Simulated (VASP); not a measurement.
```
CELL_PARAMETERS angstrom
      0.00000     3.33709     3.33709
      3.33709     0.00000     3.33709
      3.33709     3.33709     0.00000
ATOMIC_POSITIONS crystal
  Ta 0.00000 0.00000 0.00000
  As 0.25000 0.25000 0.25000
```

Level of theory: PBEsol GGA, VASP's PBE PAW potentials (set 64) (plane waves; VASP). Run with 400 eV cut-off, 9×9×9 Γ-centred mesh, first-order Methfessel-Paxton smearing of 0.10 eV, potentials Ta_pv As.

Energy and stress use the plane-wave basis of the starting cell.

### Question
The ions, cell shape and volume are relaxed. What does this cell relax into?

### Answer

```
CELL_PARAMETERS angstrom
      0.00000     2.86960     2.86960
      2.86960     0.00000     2.86960
      2.86960     2.86960     0.00000
ATOMIC_POSITIONS crystal
  Ta 0.00000 0.00000 0.00000
  As 0.25000 0.25000 0.25000
```
Space group F-43m (216), at a tolerance of 0.03 Å.

### Question
How do energy and volume change from the first to the last step?

### Answer
The energy (σ→0) changes by -1185.5 meV/atom and the volume by -36.4 %, in 7 ionic steps.

The structure was generated: TaAs was put into the zinc blende type (F-43m), which need not be its known phase. This run relaxes it. Symmetry was kept, so distortions that lower it aren't found.
